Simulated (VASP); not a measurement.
Input:

```yaml
crystal:
  lattice:
    - [0.00000, 2.27000, 2.27000]
    - [2.27000, 0.00000, 2.27000]
    - [2.27000, 2.27000, 0.00000]
  atoms:
    - { symbol: B, position: [0.00000, 0.00000, 0.00000] }
    - { symbol: P, position: [0.25000, 0.25000, 0.25000] }
```

These are PBE GGA, VASP's PBE PAW potentials (set 64) (plane waves; VASP 6.6.1) values and carry that method's errors. Settings: PREC = Normal, 500 eV cut-off, 6×6×6 Γ-centred mesh, Gaussian smearing of 0.010 eV, potentials B_GW P_GW.

Give the stress tensor in GPa (positive for a compressed cell).

```
1.04  0.00  0.00
0.00  1.04  0.00
0.00  0.00  1.04
```
The pressure is its mean diagonal, 1.04 GPa.

The compound is BP in the zinc blende structure. The cell was not relaxed at this level.
